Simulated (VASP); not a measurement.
VASP ran on this input.

### INCAR
```
SYSTEM = Ba
PREC = Accurate; ENCUT = 520; LREAL = .False.
LASPH = .True.
EDIFF = 1E-7; NELM = 100; ALGO = Normal
LMAXMIX = 4
ISMEAR = 1; SIGMA = 0.1
GGA = RE
ISIF = 2
LWAVE = .False.; LCHARG = .False.
```

POSCAR:
```
Ba
1
   -2.5654232683     2.5654232683     2.5654232683
    2.5654232683    -2.5654232683     2.5654232683
    2.5654232683     2.5654232683    -2.5654232683
Ba
1
Direct
  0.0000000000   0.0000000000   0.0000000000
```

### KPOINTS
```
Automatic
0
G
  10 10 10
0 0 0
```

POTCAR, in this order: Ba_sv (PBE.64 set). Program: vasp_std.

Q: Translate this revPBE calculation to Quantum ESPRESSO's pw.x.

A: One equivalent input (not run):
```
&CONTROL
  calculation = 'scf'
  pseudo_dir = './pseudo'
  outdir = './out'
  tprnfor = .true.
  tstress = .true.
/
&SYSTEM
  ibrav = 0
  nat = 1
  ntyp = 1
  ecutwfc = 56.6
  occupations = 'smearing'
  smearing = 'methfessel-paxton'
  degauss = 0.00735
  input_dft = 'revpbe'
/
&ELECTRONS
  conv_thr = 7.3e-09
  electron_maxstep = 100
/
ATOMIC_SPECIES
  Ba 137.327 Ba.upf
CELL_PARAMETERS angstrom
    -2.5654233    2.5654233    2.5654233
     2.5654233   -2.5654233    2.5654233
     2.5654233    2.5654233   -2.5654233
ATOMIC_POSITIONS crystal
  Ba   0.0000000  0.0000000  0.0000000
K_POINTS automatic
  10 10 10 0 0 0
```
What does not carry over: the potentials are each code's own (VASP's PAW set, PseudoDojo norm-conserving files in pw.x), so ENCUT and ecutwfc are chosen apart and not converted; conv_thr bounds pw.x's estimated SCF error, while EDIFF bounds the energy change between steps.

The compound is Ba in the bcc structure. It was relaxed first, which changed the volume by +7 %.
